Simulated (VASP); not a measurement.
Input:

```xyz
5
Lattice="4.1686 0.0000 0.0000 0.0000 4.1686 0.0000 0.0000 0.0000 4.1686" Properties=species:S:1:pos:R:3 pbc="T T T"
Ba     0.0000     0.0000     0.0000
Zr     2.0843     2.0843     2.0843
O      2.0843     0.0000     2.0843
O      0.0000     2.0843     2.0843
O      2.0843     2.0843     0.0000
```

All values below come from optB86b-vdW, VASP's PBE PAW potentials (set 64) (plane waves; VASP). Numerical set-up: 520 eV cut-off, 5×5×5 Γ-centred mesh, Gaussian smearing of 0.050 eV, potentials Ba_sv Zr_sv O.

Give the stress tensor in GPa (positive for a compressed cell).

```
5.18  0.00  0.00
0.00  5.18  0.00
0.00  0.00  5.18
```
The pressure is its mean diagonal, 5.18 GPa.

The compound is BaZrO3 in the cubic perovskite structure. This cell is one point of a volume scan, at 0.97 of the reference volume.
